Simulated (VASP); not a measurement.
**Cd4S3Te (ordered alloy cell): computed properties**

Level of theory: PBEsol GGA, VASP's PBE PAW potentials (set 64) (plane waves; VASP).

```json
{
 "space_group": "Amm2 (38)",
 "cell": "a = 4.239 Å, b = 8.485 Å, c = 11.950 Å, α = 90.00°, β = 90.00°, γ = 90.00°",
 "volume_per_atom": "26.86 Å³/atom",
 "band gap (over mesh and band path)": "0.19 eV",
 "smallest direct gap (over mesh and band path)": "0.19 eV",
 "band_edge_character": "direct, Γ to Γ",
 "density": "5.20 g/cm³"
}
```

Cd$_{4}$S$_{3}$Te has the orthorhombic space group Amm2 (No. 38), Pearson symbol oS16. Cell: a = 4.239 Å, b = 8.485 Å, c = 11.950 Å, α = β = γ = 90.00°. Cd1 on 2a is surrounded by 2 S at 2.512 Å and 2 Te at 2.729 Å (tetrahedral). Cd2 on 4e is surrounded by 3 S at 2.544 Å and 1 Te at 2.748 Å (tetrahedral). Cd3 on 2a sees 4 S at 2.577–2.581 Å (tetrahedral). Te on 2b is coordinated by 4 Cd at 2.729–2.748 Å (tetrahedral). S1 on 4d is surrounded by 4 Cd at 2.512–2.581 Å (tetrahedral). S2 on 2b is coordinated by 4 Cd at 2.544–2.577 Å (tetrahedral). (Neighbours: up to the widest gap in distance over summed covalent radii, below 1.35, at either atom; cation-cation and far metal-metal contacts left out.)
(The calculation used a cell of 8 atoms; values per cell refer to that cell.)

Unless said otherwise, spin-orbit coupling is left out, though it shifts the bands of the heavy elements here.

The structure was generated: Cd4S3Te was put into an ordered model structure (Amm2), which need not be its known phase. It was relaxed first. Symmetry was kept, so distortions that lower it aren't found.
